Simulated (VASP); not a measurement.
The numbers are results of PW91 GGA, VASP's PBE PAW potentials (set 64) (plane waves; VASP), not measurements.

VASP input:

### INCAR
```
ALGO = Normal
EDIFF = 1E-6
EDIFFG = -0.01
ENCUT = 520
GGA = 91
IBRION = 2
ISIF = 3
ISMEAR = 0
LASPH = T
LCHARG = F
LREAL = F
LWAVE = F
NELM = 100
NSW = 60
PREC = Accurate
SIGMA = 0.05
SYSTEM = KF
```

### KPOINTS
```
Automatic mesh
0
Gamma
8 8 8
0 0 0
```

**POSCAR**
```
KF
1.0
  0.0000000000   2.6750000000   2.6750000000
  2.6750000000   0.0000000000   2.6750000000
  2.6750000000   2.6750000000   0.0000000000
K F
1 1
Direct
  0.0000000000   0.0000000000   0.0000000000
  0.5000000000   0.5000000000   0.5000000000
```

POTCAR, in this order: K_sv F (PBE.64 set). Program: vasp_std.

The resulting files:

File OUTCAR:
```
 ion  position               nearest neighbor table
   1  0.000  0.000  0.000-   2 2.67   2 2.67   2 2.67   2 2.67   2 2.67   2 2.67
   2  0.500  0.500  0.500-   1 2.67   1 2.67   1 2.67   1 2.67   1 2.67   1 2.67
  LATTYP: Found a face centered cubic cell.
 ALAT       =     5.3500000000
 Subroutine PRICEL returns:
 Original cell was already a primitive cell.
 Subroutine GETGRP returns: Found 48 space group operations
The static configuration has the point symmetry O_h .
The dynamic configuration has the point symmetry O_h .
 Subroutine INISYM returns: Found 48 space group operations
 Subroutine IBZKPT returns following result:
 Found     29 irreducible k-points:

 Following reciprocal coordinates:
            Coordinates               Weight
  0.000000  0.000000  0.000000      1.000000
  0.125000  0.000000  0.000000      8.000000
  0.250000  0.000000  0.000000      8.000000
  0.375000  0.000000  0.000000      8.000000
  0.500000  0.000000  0.000000      4.000000
  0.125000  0.125000  0.000000      6.000000
  0.250000  0.125000  0.000000     24.000000
  0.375000  0.125000  0.000000     24.000000
  0.500000  0.125000  0.000000     24.000000
...
```

**OSZICAR**
```
       N       E                     dE             d eps       ncg     rms          rms(c)
DAV:   1     0.116640804755E+03    0.11664E+03   -0.84986E+03   696   0.130E+03
DAV:   2    -0.490482350934E+01   -0.12155E+03   -0.11192E+03   916   0.328E+02
DAV:   3    -0.954958987344E+01   -0.46448E+01   -0.46247E+01   876   0.608E+01
DAV:   4    -0.968169751615E+01   -0.13211E+00   -0.13204E+00  1060   0.852E+00
DAV:   5    -0.968275705842E+01   -0.10595E-02   -0.10595E-02   888   0.935E-01    0.644E+00
DAV:   6    -0.841042796564E+01    0.12723E+01   -0.44681E+00   744   0.187E+01    0.391E+00
DAV:   7    -0.838345035759E+01    0.26978E-01   -0.12597E-01   952   0.316E+00    0.237E+00
DAV:   8    -0.838145632271E+01    0.19940E-02   -0.57481E-02   748   0.282E+00    0.216E-01
DAV:   9    -0.838313971839E+01   -0.16834E-02   -0.69557E-03   944   0.686E-01    0.126E-01
DAV:  10    -0.838382184188E+01   -0.68212E-03   -0.11293E-03   760   0.335E-01    0.642E-02
DAV:  11    -0.838395358128E+01   -0.13174E-03   -0.47661E-04   760   0.178E-01    0.223E-02
DAV:  12    -0.838394241308E+01    0.11168E-04   -0.71611E-05   868   0.735E-02    0.634E-03
DAV:  13    -0.838394296668E+01   -0.55360E-06   -0.53185E-06   764   0.229E-02
   1 F= -.83839430E+01 E0= -.83839430E+01  d E =-.838394E+01
       N       E                     dE             d eps       ncg     rms          rms(c)
DAV:   1    -0.844212421257E+01   -0.58182E-01   -0.10878E+00   776   0.120E+01    0.182E+00
DAV:   2    -0.839347109967E+01    0.48653E-01   -0.20607E-01   788   0.447E+00    0.452E-01
DAV:   3    -0.838808418390E+01    0.53869E-02   -0.96222E-03   996   0.110E+00    0.346E-01
DAV:   4    -0.838724053882E+01    0.84365E-03   -0.32375E-03  1228   0.459E-01    0.280E-01
DAV:   5    -0.838736660930E+01   -0.12607E-03   -0.24555E-04  1120   0.103E-01    0.543E-02
DAV:   6    -0.838738196834E+01   -0.15359E-04   -0.10640E-04  1220   0.753E-02    0.982E-03
DAV:   7    -0.838738084688E+01    0.11215E-05   -0.19114E-06   720   0.146E-02    0.105E-03
DAV:   8    -0.838738089911E+01   -0.52227E-07   -0.66094E-08   508   0.289E-03
   2 F= -.83873809E+01 E0= -.83873809E+01  d E =-.343793E-02
       N       E                     dE             d eps       ncg     rms          rms(c)
DAV:   1    -0.842449216333E+01   -0.37111E-01   -0.72317E-01   776   0.974E+00    0.148E+00
DAV:   2    -0.839207797717E+01    0.32414E-01   -0.13900E-01   788   0.365E+00    0.370E-01
DAV:   3    -0.838849683175E+01    0.35811E-02   -0.64729E-03   984   0.894E-01    0.276E-01
DAV:   4    -0.838793190933E+01    0.56492E-03   -0.21790E-03  1240   0.376E-01    0.225E-01
DAV:   5    -0.838801372240E+01   -0.81813E-04   -0.16227E-04  1132   0.857E-02    0.424E-02
DAV:   6    -0.838802269418E+01   -0.89718E-05   -0.70710E-05  1220   0.618E-02    0.800E-03
DAV:   7    -0.838802169273E+01    0.10014E-05   -0.12167E-06   612   0.118E-02    0.908E-04
DAV:   8    -0.838802174686E+01   -0.54134E-07   -0.77871E-08   484   0.330E-03
   3 F= -.83880217E+01 E0= -.83880217E+01  d E =-.407878E-02
       N       E                     dE             d eps       ncg     rms          rms(c)
DAV:   1    -0.838902641013E+01   -0.10047E-02   -0.19397E-02   788   0.160E+00    0.240E-01
DAV:   2    -0.838815282439E+01    0.87359E-03   -0.37780E-03   788   0.600E-01    0.617E-02
DAV:   3    -0.838805539975E+01    0.97425E-04   -0.17788E-04   988   0.148E-01    0.418E-02
DAV:   4    -0.838804068753E+01    0.14712E-04   -0.61366E-05  1244   0.635E-02    0.348E-02
DAV:   5    -0.838804545272E+01   -0.47652E-05   -0.43547E-06  1104   0.156E-02    0.543E-03
DAV:   6    -0.838804641552E+01   -0.96280E-06   -0.14694E-06   828   0.107E-02
   4 F= -.83880464E+01 E0= -.83880464E+01  d E =-.410345E-02
```

OUTCAR:
```
------------------------ aborting loop because EDIFF is reached ----------------------------------------
  FORCE on cell =-STRESS in cart. coord.  units (eV):
  Direction    XX          YY          ZZ          XY          YZ          ZX
  --------------------------------------------------------------------------------------
  Total       -0.0014213     -0.0014213     -0.0014213      0.0000000      0.0000000      0.0000000
  in kB       -0.0576092     -0.0576092     -0.0576092      0.0000000      0.0000000      0.0000000
  external PRESSURE =      -0.0576092 kB  Pullay stress =       0.0000000 kB
  volume of cell :       39.53
      direct lattice vectors                 reciprocal lattice vectors
     0.000000000  2.703670494  2.703670494    -0.184933778  0.184933778  0.184933778
     2.703670494 -0.000000000  2.703670494     0.184933778 -0.184933778  0.184933778
     2.703670494  2.703670494 -0.000000000     0.184933778  0.184933778 -0.184933778
  FREE ENERGIE OF THE ION-ELECTRON SYSTEM (eV)
  ---------------------------------------------------
  free  energy   TOTEN  =        -8.3880464155 eV

  energy  without entropy=       -8.3880464155  energy(sigma->0) =       -8.38804642

 reached required accuracy - stopping structural energy minimisation
```
(Selected blocks of OUTCAR.)

File CONTCAR:
```
KF
   1.00000000000000
     0.0000000000000000    2.7036704937242297    2.7036704937242297
     2.7036704937242297   -0.0000000000000000    2.7036704937242297
     2.7036704937242297    2.7036704937242297   -0.0000000000000000
  K               F
     1     1
Direct
     0.0000000000000000    0.0000000000000000    0.0000000000000000
     0.5000000000000000    0.5000000000000000    0.5000000000000000
```

Energy and stress use the plane-wave basis of the starting cell.

The compound is KF in the rock salt structure. This run relaxes it. Symmetry was kept, so distortions that lower it aren't found.
